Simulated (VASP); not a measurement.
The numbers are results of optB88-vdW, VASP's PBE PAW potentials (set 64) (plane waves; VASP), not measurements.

VASP input:

**POSCAR**
```
Rb
1
   -2.7547660569     2.7547660569     2.7547660569
    2.7547660569    -2.7547660569     2.7547660569
    2.7547660569     2.7547660569    -2.7547660569
Rb
1
Direct
  0.0000000000   0.0000000000   0.0000000000
```

KPOINTS:
```
Automatic
0
G
  11 11 11
```

**INCAR**
```
SYSTEM=Rb
ALGO=Normal   ! blocked Davidson
LASPH=T   ! aspherical one-centre terms
LMAXMIX=4   ! l cut-off of mixed one-centre charges
PARAM1=0.1833333333
PARAM2=0.22
ISMEAR=-5
GGA=BO
NELM=100
PREC=Accurate
LUSE_VDW=T
EDIFF=1E-7
LCHARG=T
ISIF=2
NEDOS=601
LWAVE=F
ENCUT=520   ! plane-wave cut-off (eV)
AGGAC=0.0
LREAL=F   ! projection in real space or not
LORBIT=11   ! lm-projected
```

POTCAR, in this order: Rb_sv (PBE.64 set). Program: vasp_std.

Task: What will the output report for the number of irreducible k-points (NKPTS), largest plane-wave count, number of space-group operations, FFT grid (NGX, NGY, NGZ)?

Result: 
```json
{
 "number of irreducible k-points (NKPTS)": "56",
 "largest_plane_wave_count": "2278",
 "number_of_space_group_operations": "48",
 "FFT grid (NGX, NGY, NGZ)": "36 × 36 × 36"
}
```

The compound is Rb in the bcc structure. It was relaxed first, which changed the volume by -7 %.
